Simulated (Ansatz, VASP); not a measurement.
## Cross-check of Ca3B14O24 (borate glass) between VASP and Ansatz

Wanted: the spread between two codes on one cell, functional and k mesh. The structure shown is the start of the Ansatz relaxation below; VASP solves that cell, so the two are compared at the walk's first step.

Calculated with Ansatz 0.2.0; plane waves, with VASP 6.6.1 beside it; single point at PBE.

### Step 1. The structure

The cell holds 41 atoms: 14 B, 3 Ca and 24 O. Its edges and angles: a = 7.953 Å, b = 7.953 Å, c = 7.953 Å, α = 90.0°, β = 90.0°, γ = 90.0°. As first built, before any earlier steps moved the atoms (in the runner's words): kind borate glass; units_of_the_quenched_model {'B2O3': 7, 'CaO': 3}; melt_K 2200; rate_K_ps 10; atoms 41.

### Step 2. Ansatz: relaxation, PBE

Ansatz runs on its PAW soft_1 files.

The two programs are compared at the cell with which this relaxation starts, whose forces are those of its first step.

The input, input.yaml:

```yaml
crystal:
  lattice:
    - [7.9528, 0.0, 0.0]
    - [0.0, 7.9528, 0.0]
    - [0.0, 0.0, 7.9528]
  atoms:
    - { symbol: B, position: [0.693858, 0.621651, 0.622788] }
    - { symbol: B, position: [0.672762, 0.634591, 0.992019] }
    - { symbol: B, position: [0.924269, 0.12628, 0.976381] }
    - { symbol: B, position: [0.428255, 0.816516, 0.477743] }
    - { symbol: B, position: [0.602108, 0.324171, 0.467795] }
    - { symbol: B, position: [0.392282, 0.110058, 0.644759] }
    - { symbol: B, position: [0.414167, 0.833597, 0.131582] }
    - { symbol: B, position: [0.01154, 0.129176, 0.640909] }
    - { symbol: B, position: [0.929427, 0.82013, 0.13652] }
    - { symbol: B, position: [0.66586, 0.297907, 0.119279] }
    - { symbol: B, position: [0.216531, 0.422461, 0.148235] }
    - { symbol: B, position: [0.166961, 0.408166, 0.495788] }
    - { symbol: B, position: [0.368922, 0.140547, 0.993419] }
    - { symbol: B, position: [0.937915, 0.823685, 0.481948] }
    - { symbol: Ca, position: [0.164072, 0.061726, 0.299013] }
    - { symbol: Ca, position: [0.417421, 0.467002, 0.835719] }
    - { symbol: Ca, position: [0.990396, 0.566268, 0.824257] }
    - { symbol: O, position: [0.961475, 0.153625, 0.806824] }
    - { symbol: O, position: [0.836521, 0.697283, 0.054295] }
    - { symbol: O, position: [0.332495, 0.973429, 0.06277] }
    - { symbol: O, position: [0.838631, 0.246656, 0.07023] }
    - { symbol: O, position: [0.392223, 0.807754, 0.305303] }
    - { symbol: O, position: [0.47368, 0.23434, 0.549848] }
    - { symbol: O, position: [0.643391, 0.286183, 0.302602] }
    - { symbol: O, position: [0.346811, 0.145541, 0.809749] }
    - { symbol: O, position: [0.254454, 0.265867, 0.074907] }
    - { symbol: O, position: [0.361981, 0.955853, 0.565199] }
    - { symbol: O, position: [0.682876, 0.619408, 0.80689] }
    - { symbol: O, position: [0.962826, 0.97315, 0.055051] }
    - { symbol: O, position: [0.537497, 0.749902, 0.040732] }
    - { symbol: O, position: [0.685114, 0.447675, 0.559989] }
    - { symbol: O, position: [0.542576, 0.186853, 0.03431] }
    - { symbol: O, position: [0.209821, 0.526021, 0.616166] }
    - { symbol: O, position: [0.195113, 0.426261, 0.323047] }
    - { symbol: O, position: [0.966779, 0.811558, 0.30859] }
    - { symbol: O, position: [0.20287, 0.560428, 0.043169] }
    - { symbol: O, position: [0.980489, 0.977345, 0.557508] }
    - { symbol: O, position: [0.097465, 0.253899, 0.550293] }
    - { symbol: O, position: [0.552966, 0.71834, 0.550871] }
    - { symbol: O, position: [0.634396, 0.469025, 0.060836] }
    - { symbol: O, position: [0.856, 0.699216, 0.572942] }
  symmetry: { detect: false }
kpoints:
  mp_grid: { grid: [2, 2, 2] }
scf:
  occupations: { method: fermi_dirac, width: 0.05 }
hamiltonian:
  xc: pbe
  pseudopotentials: { kind: paw, azcp: { folder: soft_1 } }
output:
  forces: true
  stress: true
relax:
  f_tol: 0.04
  max_steps: 100
  escape_saddle: false
  cell: { stress_tol: 0.4, fix: [] }
```

Run with:

```sh
ansatz run input.yaml --threads 4 --pin off --max-ram 14336MiB --backend cpu --events-out ev --progress --plain --runs-dir out
```

Numbers of over 12 decimals in the logs are rounded to 6 here.

The log of the run:

```text
Engine: ansatz 0.2.0, aarch64-unknown-linux-gnu
Pseudopotentials: kind: paw
Pseudopotential: B, paw, valence charge 3, recommended cutoff 420 eV (normal), soft_1/B.paw.azcp
Pseudopotential: Ca, paw, valence charge 10, recommended cutoff 420 eV (normal), soft_1/Ca.paw.azcp
Pseudopotential: O, paw, valence charge 6, recommended cutoff 420 eV (normal), soft_1/O.paw.azcp
Functional definition: PBE
  parameter kappa = 0.804
  parameter beta = 0.066725
  exchange = pbe_x(kappa = kappa, mu = beta*pi^2/3)
  correlation = pbe_c(beta = beta)
Crystal: 41 atoms, lattice volume = 502.991 Å³
Basis set: ecut = 420 eV, 9795 PW (Γ), exchange–correlation on 108×108×108 points (8 copies of the dense FFT grid, shifted against one another)
Bands: 149, of which v1, the nominal top of the filled ones, is band 108 counted from 1 (107 counted from 0)
Symmetry: 1 space group operations
k-points: 8
Non-local potential: B, projectors of the file, l = 0: 2, l = 1: 2, l = 2: 1
Non-local potential: Ca, projectors of the file, l = 0: 3, l = 1: 2, l = 2: 2
Non-local potential: O, projectors of the file, l = 0: 2, l = 1: 2, l = 2: 1
PAW form: soft (Blöchl's): semilocal exchange-correlation on the pseudo side does not see the compensation charge
PAW one-centre angular grid: B, 110 points (default); XC on 64 Gauss nodes
PAW one-centre angular grid: Ca, 110 points (default); XC on 64 Gauss nodes
PAW one-centre angular grid: O, 110 points (default); XC on 64 Gauss nodes
Initial density: superposition of atomic densities (chi_scale 0.1, normalization cell, long waves kept (reshape's long-wave potential 0.46 eV rms))
Initial wavefunctions: pseudopotential atomic-orbital guess
Functional: x = pbe(κ = 0.804, μ = 0.219515), c = pbe(β = 0.066725)
SCF iter   1: F=—  HF=-21306.141993 eV  |F-HF|=—  |Δ(HF+E_count)|=         —  Δρ=9.31e-2  dr2=5.27e1  ethr=3.10e-3  ⟨swp⟩=11.5  Hψ=6702  notcnv=0  defer=145
preconditioner: auto → Resta (q_TF=auto, 2.370 Å⁻¹)  ε∞=3.7  [insulator: Δε(μ)=1.195 eV  Ē_g=14.082 eV  σ=0.050 eV  W_gap=1.00  n_scr=92 (ndim 8)  ℏωp=22.9 eV  f_vac=0.093  D(μ)=0.00/eV (n_scr^D=0)  ε∞_Penn≈3.7]
SCF iter   2: F=—  HF=-21291.644300 eV  |F-HF|=—  |Δ(HF+E_count)|=    1.45e1  Δρ=3.76e-2  dr2=1.03e1  ethr=3.10e-3  ⟨swp⟩=4.0  Hψ=2586  notcnv=0  defer=211
SCF iter   3: F=—  HF=-21288.920715 eV  |F-HF|=—  |Δ(HF+E_count)|=    2.72e0  Δρ=1.48e-2  dr2=1.89e0  ethr=3.10e-3  ⟨swp⟩=4.0  Hψ=3455  notcnv=0  defer=260
SCF iter   4: F=—  HF=-21288.484008 eV  |F-HF|=—  |Δ(HF+E_count)|=   4.37e-1  Δρ=5.36e-3  dr2=1.73e-1  ethr=8.77e-4  ⟨swp⟩=4.5  Hψ=3100  notcnv=0  defer=264
SCF iter   5: F=—  HF=-21288.512289 eV  |F-HF|=—  |Δ(HF+E_count)|=   2.83e-2  Δρ=3.30e-3  dr2=4.95e-2  ethr=7.99e-5  ⟨swp⟩=3.9  Hψ=1674  notcnv=0  defer=264
SCF iter   6: F=—  HF=-21288.517401 eV  |F-HF|=—  |Δ(HF+E_count)|=   5.11e-3  Δρ=1.21e-3  dr2=7.91e-3  ethr=2.29e-5  ⟨swp⟩=2.0  Hψ=1599  notcnv=0  defer=264
SCF iter   7: F=—  HF=-21288.523624 eV  |F-HF|=—  |Δ(HF+E_count)|=   6.22e-3  Δρ=3.61e-4  dr2=7.00e-4  ethr=3.66e-6  ⟨swp⟩=2.0  Hψ=1648  notcnv=0  defer=264
SCF iter   8: F=—  HF=-21288.524253 eV  |F-HF|=—  |Δ(HF+E_count)|=   6.29e-4  Δρ=2.06e-4  dr2=1.84e-4  ethr=3.24e-7  ⟨swp⟩=2.0  Hψ=1622  notcnv=0  defer=264
SCF iter   9: F=—  HF=-21288.524316 eV  |F-HF|=—  |Δ(HF+E_count)|=   6.25e-5  Δρ=3.90e-5  dr2=9.01e-6  ethr=8.53e-8  ⟨swp⟩=2.0  Hψ=1595  notcnv=0  defer=264
SCF iter  10: F=—  HF=-21288.524988 eV  |F-HF|=—  |Δ(HF+E_count)|=   6.73e-4  Δρ=3.43e-5  dr2=4.68e-6  ethr=4.17e-9  ⟨swp⟩=2.0  Hψ=2015  notcnv=0  defer=264
SCF iter  11: F=—  HF=-21288.524988 eV  |F-HF|=—  |Δ(HF+E_count)|=   1.79e-7  Δρ=7.68e-6  dr2=3.13e-7  ethr=2.17e-9  ⟨swp⟩=2.0  Hψ=1542  notcnv=0  defer=264
SCF iter  12: F=-21288.524989 eV  HF=-21288.524989 eV  |F-HF|=1.13e-9  |Δ(HF+E_count)|=   4.01e-7  Δρ=3.71e-6  dr2=6.14e-8  ethr=4.63e-11  ⟨swp⟩=4.5  Hψ=3574  notcnv=0
SCF 1 converged in 12 iterations: F = -21288.524989 eV  dr2 = 6.14e-8
  greatest PAW one-centre occupation: 0.995 electrons in one spin orbital (limit 2), on the Ca atom at site 15 (counted from 0), in its partial waves of l = 0
relax step   1: F+E_penalty+E_count = -21288.52498868 eV  Δ(F+E_penalty+E_count) = +0.000e0 eV  max|allowed force component| = 3.277e0 eV/Å  Δτ_max = 0.0000 Å  P = -7.359 GPa  Ω = 502.991 Å³  (12 SCF iters, dr2 threshold 1.00e-7 eV, accepted)
Crystal: 41 atoms, lattice volume = 496.083 Å³
Basis set: ecut = 420 eV, 9689 PW (Γ), exchange–correlation on 108×108×108 points (8 copies of the dense FFT grid, shifted against one another)
Initial density: handed on by an earlier stage of this run
Initial wavefunctions: those handed on with the density
iter 1 solved again at ethr=5.91e-4 eV; its pass at ethr=3.10e-3 eV (dr2=1.28e0 eV) is discarded
SCF iter   1: F=—  HF=-21290.944110 eV  |F-HF|=—  |Δ(HF+E_count)|=         —  Δρ=1.75e-2  dr2=1.29e0  ethr=5.91e-4  ⟨swp⟩=3.5  Hψ=6917  notcnv=0
[...]
iter 1 solved again at ethr=1.48e-7 eV; its pass at ethr=3.10e-3 eV (dr2=3.20e-4 eV) is discarded
SCF iter   1: F=—  HF=-21293.806331 eV  |F-HF|=—  |Δ(HF+E_count)|=         —  Δρ=1.07e-4  dr2=6.13e-6  ethr=1.48e-7  ⟨swp⟩=5.1  Hψ=10351  notcnv=0
[...]
SCF converged after 4 iterations
Free energy (F): -21293.806495 eV
Harris-Foulkes:  -21293.806495 eV  (|F-HF|=6.35e-9)
Internal energy: -21293.806495 eV  (E = F + TS)
E sigma→0 (E₀):  -21293.806495 eV
Fermi energy:    5.411181 eV
--- Per-component energies (eV) ---
  E_band       = -1416.876741
  E_kinetic    = 5535.135081
  E_local      = -15999.112217  (includes V_loc(G=0)·N_el)
  E_nonlocal   = 1650.867524
  E_hartree    = 5956.151457
  E_xc         = -2550.991217
  E_vxc        = -3194.637901  (∫ρ·V_xc dr)
  E_paw        = -7617.692110  (= ΣΔE_a)
  E_vpaw       = -1321.450507  (= ΣTr[D̂ρ^β])
  E_aug_tail   = 0.019221  (compensation charges beyond the density's cutoff)
  E_ewald      = -8268.184235
  E_smearing   = -0.000000  (= −TS)
  E_closure    = 0.000000  (closes the sum)
  Σ components = -21293.806495   (vs F -21293.806495, Δ=0.00e0)
--- Forces (eV/Å), atoms counted from 1 ---
  atom   1  B      0.00593902     0.00682780    -0.00467519
  atom   2  B     -0.00848126    -0.00207561    -0.00155437
  atom   3  B     -0.00130312     0.00047919    -0.00112369
  atom   4  B      0.00816500    -0.00445328    -0.00489306
  atom   5  B      0.00182007     0.00124334    -0.00769498
  atom   6  B     -0.00220011     0.00654171     0.00218002
  atom   7  B      0.00083336    -0.00212999    -0.00581109
  atom   8  B      0.01149414     0.00283778     0.00125688
  atom   9  B     -0.00898823     0.00168072    -0.00907924
  atom  10  B      0.00795854    -0.00327939    -0.00358496
  atom  11  B      0.01594202    -0.00034082    -0.00236800
  atom  12  B     -0.02429337     0.01353799    -0.00253040
  atom  13  B      0.00603340    -0.00682658     0.00038370
  atom  14  B     -0.02872840    -0.02387927     0.01997442
  atom  15  Ca     0.00325611     0.00316774     0.00488687
  atom  16  Ca     0.00325419     0.00130115     0.00411821
  atom  17  Ca    -0.00055706     0.00174914    -0.00084070
  atom  18  O      0.00018490    -0.00662397    -0.00298970
  atom  19  O     -0.00130426     0.00497317    -0.00198220
  atom  20  O      0.00691603    -0.00222846    -0.00471523
  atom  21  O     -0.00197613    -0.00452885     0.00327998
  atom  22  O     -0.00205064     0.00447165    -0.00085809
  atom  23  O      0.00134388    -0.00763011    -0.00301471
  atom  24  O     -0.00215061     0.00953849     0.00615089
[...]
atom  34  O      0.00314442    -0.00084822     0.00393760
  atom  35  O     -0.00646763    -0.01006049     0.01519580
  atom  36  O     -0.00571989    -0.00292223    -0.00797354
  atom  37  O     -0.01612498    -0.00931934    -0.01307686
  atom  38  O     -0.00469424    -0.00857388     0.00642089
  atom  39  O      0.00674326    -0.00904345     0.00418386
  atom  40  O      0.00520079     0.00474248    -0.00033465
  atom  41  O      0.02683553     0.03211619    -0.01685304
  max |Σ_I F_I| component: 1.33e-5 eV/Å
--- Stress (GPa, compression-positive) ---
        0.083691      -0.034723       0.026557
       -0.034718      -0.033224       0.008880
        0.026563       0.008884      -0.043657
  P = ⅓ Tr σ = 0.0023 GPa (0.023 kbar)
--- Relaxed structure (37 steps of the walk, 32 accepted, 2 SCFs on fresh bases) ---
  F+E_penalty+E_count = -21293.80649543 eV   max|allowed force component| = 3.212e-2 eV/Å   (the final SCF, on the basis selected at the relaxed cell)
  cell:  # Å, volume = 482.1992 Å³
    - [8.511468, -0.036354, 0.129248]
    - [-0.036354, 7.708937, 0.014017]
    - [0.129248, 0.014017, 7.351126]
  atoms:
    - { symbol: B, position: [0.688565, 0.620660, 0.615035] }
    - { symbol: B, position: [0.680170, 0.629777, 0.993765] }
    - { symbol: B, position: [0.868529, 0.142531, 0.952006] }
    - { symbol: B, position: [0.482715, 0.819123, 0.485687] }
    - { symbol: B, position: [0.596323, 0.326797, 0.459528] }
    - { symbol: B, position: [0.411499, 0.110619, 0.656688] }
    - { symbol: B, position: [0.488149, 0.839861, 0.130943] }
    - { symbol: B, position: [0.015703, 0.126864, 0.637282] }
    - { symbol: B, position: [0.874917, 0.845703, 0.122681] }
    - { symbol: B, position: [0.631780, 0.308171, 0.110787] }
    - { symbol: B, position: [0.232122, 0.408846, 0.161657] }
    - { symbol: B, position: [0.161964, 0.402904, 0.509313] }
    - { symbol: B, position: [0.384261, 0.133854, 1.001658] }
    - { symbol: B, position: [0.906109, 0.855930, 0.472254] }
    - { symbol: Ca, position: [0.198793, 0.012297, 0.318934] }
    - { symbol: Ca, position: [0.418799, 0.490997, 0.824819] }
    - { symbol: Ca, position: [0.983824, 0.500669, 0.884406] }
    - { symbol: O, position: [0.953883, 0.200753, 0.792234] }
    - { symbol: O, position: [0.831578, 0.680027, 0.091444] }
    - { symbol: O, position: [0.376935, 0.964111, 0.102339] }
    - { symbol: O, position: [0.805962, 0.272831, 0.050374] }
    - { symbol: O, position: [0.503889, 0.775884, 0.306826] }
    - { symbol: O, position: [0.490539, 0.261417, 0.603982] }
    - { symbol: O, position: [0.599999, 0.243600, 0.297992] }
    - { symbol: O, position: [0.324936, 0.104077, 0.814750] }
    - { symbol: O, position: [0.262851, 0.233042, 0.124371] }
    - { symbol: O, position: [0.401108, 0.973269, 0.528995] }
    - { symbol: O, position: [0.727982, 0.577209, 0.802832] }
    - { symbol: O, position: [0.872159, 0.968973, -0.012183] }
    - { symbol: O, position: [0.573867, 0.777372, -0.011432] }
    - { symbol: O, position: [0.684818, 0.465608, 0.502178] }
    - { symbol: O, position: [0.532972, 0.214169, -0.016573] }
    - { symbol: O, position: [0.172862, 0.492827, 0.661157] }
    - { symbol: O, position: [0.210977, 0.462655, 0.341598] }
    - { symbol: O, position: [0.944441, 0.897026, 0.286983] }
    - { symbol: O, position: [0.216250, 0.526549, 0.029296] }
    - { symbol: O, position: [0.997485, 0.954009, 0.592972] }
    - { symbol: O, position: [0.098339, 0.226718, 0.509097] }
    - { symbol: O, position: [0.532384, 0.713050, 0.620112] }
    - { symbol: O, position: [0.600139, 0.490284, 0.087338] }
    - { symbol: O, position: [0.804616, 0.738479, 0.526151] }
```

(Continued in part 2 of 2.)

[Lines on the potential files, build, host, timing and source positions are cut from VASP's logs without a mark.]

[Logs are printed without paths, hosts, clocks, repeated set-up lines and the standing remarks that a program may print on its own settings, such as how far it seeks lower states.]

[Hosts, paths, dates, database ids (printed as entryN), source tags and the programs' standing remarks are cut or masked in the printed files.]
